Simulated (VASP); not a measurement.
Given:

```xyz
2
Lattice="0.0000 2.3152 2.3152 2.3152 0.0000 2.3152 2.3152 2.3152 0.0000" Properties=species:S:1:pos:R:3 pbc="T T T"
Hf     0.0000     0.0000     0.0000
C      2.3152     2.3152     2.3152
```

All values below come from rev-vdW-DF2, VASP's PBE PAW potentials (set 64) (plane waves; VASP). Settings: 520 eV cut-off, 14×14×14 Γ-centred mesh, first-order Methfessel-Paxton smearing of 0.10 eV, potentials Hf_pv C.

Unless said otherwise, spin-orbit coupling is left out, though it shifts the bands of the heavy elements here.

Q: Estimate the energy per atom (σ→0), band gap (on the k-mesh) with the smallest direct gap where there is one.

A: 
- band gap (on the k-mesh) = none (metal, semimetal or under 0.01 eV)
- energy per atom (σ→0) = -9.102 eV/atom

Total energies compare only between runs with the same potentials, cut-off and functional.

The compound is HfC in the rock salt structure. It was relaxed first.
